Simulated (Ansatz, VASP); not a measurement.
# Cross-check of H19C27O4 (amorphous poly(ether ketone) at 500 K) between VASP and Ansatz, part 2 of 2

One calculation is typed for both programs; each brings its own data sets. How far apart do they land? Of the first pair: The structure shown is the start of the Ansatz relaxation below; VASP solves that cell, so the two are compared at the walk's first step.

VASP 6.6.1 and Ansatz 0.2.0.

So far. Step 3 (VASP: single point, RPBE with D3(BJ), start cell, pair …): The run ends at a pressure of 3.45 GPa, with forces up to 5.9 eV/Å.

**5. Ansatz: relaxation, RPBE with D3(BJ)**

Level of this step: Ansatz beside VASP: Kohn-Sham DFT, plane waves, RPBE with D3(BJ) (Ansatz).

This run makes the geometry at which the two programs are then compared.

The structure compared here is the end of the Ansatz relaxation.

The input, input.yaml:

```yaml
crystal:
  lattice:
    - [13.5576, 0.0, 0.0]
    - [0.0, 13.5576, 0.0]
    - [0.0, 0.0, 13.5576]
  atoms:
    - { symbol: C, position: [0.80208, 0.5298, 0.08396] }
    - { symbol: C, position: [0.91129, 0.55098, 0.10165] }
    - { symbol: C, position: [0.94429, 0.62472, 0.16794] }
    - { symbol: C, position: [0.04039, 0.65687, 0.16266] }
    - { symbol: C, position: [0.10467, 0.60874, 0.09436] }
    - { symbol: C, position: [0.07137, 0.53202, 0.03739] }
    - { symbol: C, position: [0.97713, 0.50087, 0.04252] }
    - { symbol: C, position: [0.20842, 0.63716, 0.09536] }
    - { symbol: O, position: [0.26925, 0.5961, 0.04509] }
    - { symbol: C, position: [0.23918, 0.71633, 0.16532] }
    - { symbol: C, position: [0.20673, 0.80884, 0.14331] }
    - { symbol: C, position: [0.22294, 0.88482, 0.21211] }
    - { symbol: C, position: [0.28515, 0.8704, 0.29229] }
    - { symbol: C, position: [0.31294, 0.77646, 0.31549] }
    - { symbol: C, position: [0.29521, 0.70096, 0.24687] }
    - { symbol: O, position: [0.30952, 0.9505, 0.35625] }
    - { symbol: C, position: [0.38253, 0.9367, 0.42753] }
    - { symbol: C, position: [0.479, 0.90804, 0.41424] }
    - { symbol: C, position: [0.53589, 0.90103, 0.49782] }
    - { symbol: C, position: [0.49298, 0.9086, 0.59342] }
    - { symbol: C, position: [0.39924, 0.93838, 0.6058] }
    - { symbol: C, position: [0.34826, 0.96702, 0.51903] }
    - { symbol: C, position: [0.57022, 0.91296, 0.66824] }
    - { symbol: O, position: [0.65053, 0.94556, 0.64302] }
    - { symbol: C, position: [0.54712, 0.91474, 0.77708] }
    - { symbol: C, position: [0.62548, 0.94685, 0.84445] }
    - { symbol: C, position: [0.61948, 0.91505, 0.93713] }
    - { symbol: C, position: [0.54245, 0.8548, 0.9718] }
    - { symbol: C, position: [0.45924, 0.83652, 0.91425] }
    - { symbol: C, position: [0.47205, 0.85834, 0.815] }
[... 164 atom lines left out ...]
    - { symbol: H, position: [0.88676, 0.06208, 0.53027] }
    - { symbol: H, position: [0.12393, 0.9988, 0.3405] }
    - { symbol: H, position: [0.06786, 0.83304, 0.31652] }
    - { symbol: H, position: [0.02875, 0.28516, 0.44822] }
    - { symbol: H, position: [0.94186, 0.22375, 0.52544] }
    - { symbol: H, position: [0.91916, 0.24751, 0.40256] }
kpoints:
  mp_grid: { grid: [1, 1, 1] }
hamiltonian:
  xc: rpbe
  dispersion: d3bj
scf:
  occupations: { method: fixed }
output:
  forces: true
relax:
  f_tol: 0.05
  max_steps: 200
```

Command:

```
$ ansatz run input.yaml --threads 4 --pin off --max-ram 8192MiB --backend cpu --events-out ev --progress --plain --runs-dir out
```

Numbers of over 12 decimals in the logs are rounded to 6 here.

Log:

```text
[...]
Crystal: 200 atoms, lattice volume = 2492.002 Å³
Basis set: ecut = 420 eV, 48693 PW (Γ), exchange–correlation on 192×192×192 points (8 copies of the dense FFT grid, shifted against one another)
Bands: 502, of which v1, the nominal top of the filled ones, is band 302 counted from 1 (301 counted from 0)
Symmetry: 1 space group operations
[...]
k-points: 1
[...]
- { symbol: C, position: [-0.094714, 0.092344, 0.436673] }
    - { symbol: C, position: [0.00290091, 1.057141, 0.432892] }
    - { symbol: C, position: [0.021227, 0.956384, 0.430951] }
    - { symbol: O, position: [-0.105682, 0.192267, 0.436426] }
    - { symbol: C, position: [0.795168, 0.230120, 0.432758] }
    - { symbol: H, position: [0.895175, 0.345492, 0.175802] }
[...]
- { symbol: H, position: [0.096887, 0.930929, 0.425455] }
    - { symbol: H, position: [-0.198052, 0.310397, 0.428830] }
    - { symbol: H, position: [0.754222, 0.209381, 0.499567] }
    - { symbol: H, position: [0.756490, 0.203290, 0.366811] }
```

**6. VASP: single point, RPBE with D3(BJ), relaxed cell, pair 2**

The same cell, functional and mesh now go to VASP, with its own data sets.

The input, INCAR:

```
SYSTEM = H19C27O4
PREC = Accurate
ENCUT = 520
EDIFF = 1E-06
NELM = 120
ISMEAR = 0
SIGMA = 0.01
LREAL = Auto
ALGO = Normal
GGA = RP
IVDW = 12
NBANDS = 442
LORBIT = 11
LWAVE = .FALSE.
LCHARG = .FALSE.
ISIF = 2
LASPH = .TRUE.
GGA_COMPAT = .FALSE.
EFERMI = MIDGAP
```

The input, POSCAR:

```
H19C27O4
1.0
   13.5576000000      0.0000000000      0.0000000000
    0.0000000000     13.5576000000      0.0000000000
    0.0000000000      0.0000000000     13.5576000000
C O H
108 16 76
Direct
    0.8269900000      0.5188000000      0.0098800000
    0.9295900000      0.5541100000      0.0323900000
    0.9502100000      0.6014900000      0.1221500000
    0.0448000000      0.6356400000      0.1432300000
    0.1222700000      0.6210700000      0.0758000000
    0.1022300000      0.5725600000      0.9864500000
    0.0071000000      0.5407000000      0.9649100000
    0.2257800000      0.6486000000      0.1002800000
    0.2415300000      0.7206900000      0.1821900000
    0.1916900000      0.8113900000      0.1842100000
    0.2082600000      0.8784300000      0.2602400000
    0.2710100000      0.8525400000      0.3380900000
    0.3196200000      0.7614600000      0.3384000000
    0.3068000000      0.6974400000      0.2589200000
    0.3472900000      0.9159400000      0.4864600000
    0.4455500000      0.8932900000      0.4643000000
    0.5153600000      0.8953500000      0.5392000000
    0.4888700000      0.9176100000      0.6370000000
    0.3904900000      0.9432500000      0.6573300000
    0.3200700000      0.9434700000      0.5823100000
    0.5689000000      0.9168600000      0.7124700000
    0.5483100000      0.8861400000      0.8162700000
    0.6193500000      0.9084200000      0.8887100000
    0.6139400000      0.8666200000      0.9822100000
    0.5383600000      0.7995800000      0.0029600000
    0.4623000000      0.7823000000      0.9353400000
    0.4680900000      0.8253900000      0.8419600000
    0.5583500000      0.6484300000      0.0880000000
    0.5600800000      0.5948900000      0.9997000000
    0.5684000000      0.4927300000      0.0033600000
[... 164 atom lines left out ...]
    0.7509900000      0.0500200000      0.4436700000
    0.0629900000      0.1102600000      0.4291500000
    0.0968900000      0.9309300000      0.4254500000
    0.8019500000      0.3104000000      0.4288300000
    0.7542200000      0.2093800000      0.4995700000
    0.7564900000      0.2032900000      0.3668100000
```

The input, KPOINTS:

```
Automatic mesh
0
Gamma
1 1 1
0 0 0
```

Potentials, in the order of the species: C, O and H (PBE family, release 64).

Command:

```
$ export OMP_NUM_THREADS=3
$ mpirun -np 1 vasp_gam
```

Log:

```text
[banner, memory and clock lines left out]
running    1 mpi-ranks, on    1 nodes
[...]
Offloading initialized ...    1 GPUs detected
[...]
[... a notice as in an earlier step ...]

 LDA part: xc-table for (Slater+PW92), standard interpolation
 POSCAR, INCAR and KPOINTS ok, starting setup
[...]
entering main loop
       N       E                     dE             d eps       ncg     rms          rms(c)
DAV:   1     0.462651540208E+04    0.46265E+04   -0.31551E+05   900   0.126E+03
DAV:   2    -0.862511321850E+03   -0.54890E+04   -0.52095E+04  1102   0.300E+02
DAV:   3    -0.140810205545E+04   -0.54559E+03   -0.53907E+03  1080   0.969E+01
DAV:   4    -0.142306384964E+04   -0.14962E+02   -0.14889E+02  1104   0.180E+01
[...]
DAV:  19    -0.131346192830E+04    0.68324E-05   -0.92546E-06  1000   0.654E-03    0.355E-03
DAV:  20    -0.131346192641E+04    0.18962E-05   -0.47245E-06   920   0.444E-03    0.214E-03
DAV:  21    -0.131346192549E+04    0.91773E-06   -0.89636E-07   760   0.230E-03
   1 F= -.13550051E+04 E0= -.13550051E+04  d E =0.000000E+00
```

From OUTCAR (step 6):

```text
  FREE ENERGIE OF THE ION-ELECTRON SYSTEM (eV)
  ---------------------------------------------------
  free  energy   TOTEN  =     -1355.0050698401 eV

  energy  without entropy=    -1355.0050698401  energy(sigma->0) =    -1355.00506984
```

The run ends at a pressure of -0.04 GPa, with forces up to 0.47 eV/Å.

**7. Comparison**

Both answers:

| quantity | Ansatz | VASP | difference |
| --- | --- | --- | --- |
| gap on the k mesh (eV) | 2.361 | 2.353 | +0.009 |

Forces on 7 of the 200 atoms, those with the largest forces and the largest differences (eV/Å; atoms numbered as in POSCAR):

| atom | Ansatz x, y, z | VASP x, y, z |
| --- | --- | --- |
| C47 | 0.001, 0.014, -0.021 | 0.151, 0.301, -0.273 |
| C101 | 0.035, 0.026, -0.011 | 0.322, 0.243, 0.186 |
| O113 | 0.002, -0.001, 0.000 | 0.284, -0.228, 0.256 |
| O115 | 0.001, -0.003, 0.007 | -0.161, -0.308, 0.277 |
| O117 | -0.003, 0.006, -0.002 | 0.155, 0.390, 0.124 |
| O121 | -0.007, 0.002, 0.005 | 0.091, -0.258, -0.340 |
| O123 | -0.023, -0.015, -0.005 | -0.323, -0.262, -0.216 |

The forces differ by 73 meV/Å r.m.s., where the r.m.s. force is 0.006 eV/Å in Ansatz and 0.075 eV/Å in VASP: the atoms lie near their places of rest in Ansatz, so a percentage would say little (all taken over all components). A gap on the mesh is an upper bound, since the band edges may lie between its points.

**8. Summary of results**

| Item | Value |
| --- | --- |
| r.m.s. force difference (single point, RPBE with D3(BJ), start cell, pair 1) | 6.2 % of the r.m.s. force |
| r.m.s. force difference (single point, RPBE with D3(BJ), relaxed cell, pair 2) | 73 meV/Å |

**Reading.** The r.m.s. force difference is 73 meV/Å (single point, RPBE with D3(BJ), relaxed cell, pair 2), beyond the 12 meV/Å picked in this series as the mark of a large difference. What causes the difference of the single point, RPBE with D3(BJ), start cell, pair 1 pair stays open here. What causes the difference of the single point, RPBE with D3(BJ), relaxed cell, pair 2 pair stays open here. Such differences can come from data sets, numerical settings and the points named under the comparisons, not from the functional's error against experiment.

[Lines on the potential files, build, host, timing and source positions are cut from VASP's logs without a mark.]

[Logs are printed without paths, hosts, clocks, repeated set-up lines and the standing remarks that a program may print on its own settings, such as how far it seeks lower states.]

[Hosts, paths, dates, database ids (printed as entryN), source tags and the programs' standing remarks are cut or masked in the printed files.]
